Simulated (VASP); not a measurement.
```
CELL_PARAMETERS angstrom
      4.53806     0.00000     0.00000
      0.00000     5.50017     0.00000
      0.00000     0.00000     4.88967
ATOMIC_POSITIONS crystal
  Ti 0.50000 0.67371 0.75000
  Ti 0.50000 0.32629 0.25000
  Ti 0.00000 0.82629 0.25000
  Ti 0.00000 0.17371 0.75000
  O  0.72846 0.61841 0.08145
  O  0.27154 0.38159 0.91855
  O  0.77154 0.88159 0.58145
  O  0.22846 0.11841 0.41855
  O  0.22846 0.88159 0.91855
  O  0.77154 0.11841 0.08145
  O  0.27154 0.61841 0.41855
  O  0.72846 0.38159 0.58145
```

The numbers are results of PBEsol GGA, VASP's PBE PAW potentials (set 64) (plane waves; VASP), not measurements. Numerical set-up: 520 eV cut-off, 6×5×5 Γ-centred mesh, tetrahedra with Blöchl corrections, potentials Ti_sv O.

The cores are frozen, which limits the accuracy of field gradients.

**Question.** Give the principal components of the electric field gradient (V/Å²) and the asymmetry η at each nucleus.

**Answer.** 
```tsv
atom	Vxx	Vyy	Vzz	η
Ti1	-17.4	-9.5	26.8	0.30
Ti2	-17.4	-9.5	26.8	0.30
Ti3	-17.4	-9.5	26.8	0.30
Ti4	-17.4	-9.5	26.8	0.30
O5	19.2	5.0	-24.1	0.59
O6	19.2	5.0	-24.1	0.59
O7	19.2	5.0	-24.1	0.59
O8	19.2	5.0	-24.1	0.59
O9	19.2	5.0	-24.1	0.59
O10	19.2	5.0	-24.1	0.59
O11	19.2	5.0	-24.1	0.59
O12	19.2	5.0	-24.1	0.59
```

The structure comes from a computed database's TiO2 entry (Pbcn); how it stands against other phases isn't given here. It was relaxed first.
